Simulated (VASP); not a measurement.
```xyz
2
Lattice="0.0000 1.7923 1.7923 1.7923 0.0000 1.7923 1.7923 1.7923 0.0000" Properties=species:S:1:pos:R:3 pbc="T T T"
B      0.0000     0.0000     0.0000
N      0.8961     0.8961     0.8961
```

All values below come from optB86b-vdW, VASP's PBE PAW potentials (set 64) (plane waves; VASP). Run with 520 eV cut-off, 12×12×12 Γ-centred mesh, Gaussian smearing of 0.050 eV, potentials B N.

Problem. Give the stress tensor in GPa (positive for a compressed cell).

Solution. 
```
12.16   0.00   0.00
 0.00  12.16   0.00
 0.00   0.00  12.16
```
The pressure is its mean diagonal, 12.16 GPa.

The compound is BN in the zinc blende structure. This cell is one point of a volume scan, at 0.97 of the reference volume.
